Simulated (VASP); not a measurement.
Given:

```xyz
1
Lattice="0.0000 1.9361 1.9361 1.9361 0.0000 1.9361 1.9361 1.9361 0.0000" Properties=species:S:1:pos:R:3 pbc="T T T"
Ir     0.0000     0.0000     0.0000
```

These are PBE GGA, VASP's PBE PAW potentials (set 64) (plane waves; VASP) values and carry that method's errors. Run with 400 eV cut-off, 15×15×15 Γ-centred mesh, first-order Methfessel-Paxton smearing of 0.10 eV, potentials Ir.

Unless said otherwise, spin-orbit coupling is left out, though it shifts the bands of the heavy elements here.

### Question
Predict the energy per atom (σ→0), band gap (on the k-mesh) with the smallest direct gap where there is one.

### Answer

The band gap (on the k-mesh) is none (metal, semimetal or under 0.01 eV) and the energy per atom (σ→0) comes out as -8.855 eV/atom.

Only differences to runs with the same potentials and settings are physical.

The compound is Ir in the fcc structure. It was relaxed first. The start is the result of an earlier pass.
